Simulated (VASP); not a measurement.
OSZICAR of a VASP run on Sb (a7):

### OSZICAR
```
       N       E                     dE             d eps       ncg     rms          rms(c)
DAV:   1     0.775785276228E+02    0.77579E+02   -0.38107E+03  3402   0.937E+02
DAV:   2     0.315460421859E+02   -0.46032E+02   -0.45497E+02  4483   0.148E+02
DAV:   3     0.294346220633E+02   -0.21114E+01   -0.20826E+01  4704   0.401E+01
DAV:   4     0.294065336951E+02   -0.28088E-01   -0.28097E-01  4626   0.446E+00
DAV:   5     0.294063446421E+02   -0.18905E-03   -0.18876E-03  4554   0.380E-01    0.331E+00
DAV:   6     0.292161028034E+02   -0.19024E+00   -0.43906E+00  3569   0.280E+01    0.196E+00
DAV:   7     0.291924905596E+02   -0.23612E-01   -0.84633E-02  4386   0.279E+00    0.100E+00
DAV:   8     0.293287035851E+02    0.13621E+00   -0.15600E-01  3444   0.546E+00    0.276E-01
DAV:   9     0.291820677626E+02   -0.14664E+00   -0.10351E-01  3408   0.451E+00    0.365E-02
DAV:  10     0.291814541605E+02   -0.61360E-03   -0.86326E-04  4039   0.292E-01    0.334E-02
DAV:  11     0.291818282950E+02    0.37413E-03   -0.33189E-04  3503   0.256E-01    0.268E-02
DAV:  12     0.291816016729E+02   -0.22662E-03   -0.10190E-03  3408   0.483E-01    0.601E-03
DAV:  13     0.291814340782E+02   -0.16759E-03   -0.27549E-04  3408   0.255E-01    0.891E-03
DAV:  14     0.291814333069E+02   -0.77133E-06   -0.53694E-06  3538   0.337E-02    0.635E-03
DAV:  15     0.291814282851E+02   -0.50217E-05   -0.34550E-06  3422   0.179E-02    0.293E-04
DAV:  16     0.291814279579E+02   -0.32723E-06   -0.39209E-07  3502   0.113E-02    0.928E-04
DAV:  17     0.291814278261E+02   -0.13179E-06   -0.25347E-08  1732   0.216E-03    0.545E-04
DAV:  18     0.291814278135E+02   -0.12605E-07   -0.45214E-08  1714   0.367E-03
   1 F= 0.29181428E+02 E0= 0.29181428E+02  d E =0.000000E+00
       N       E                     dE             ncg
```

Which electronic solver shows in the log?

It is blocked Davidson (ALGO = Normal, or the opening steps of other solvers). The INCAR had ALGO = Normal.

Can the final energy be trusted as converged?

The run converged. It stopped with EDIFF = 1E-7, NELM = 100 (revTPSS meta-GGA, plane waves, VASP's PBE PAW potentials (set 64)).

The compound is Sb in the a7 structure. It was relaxed first.
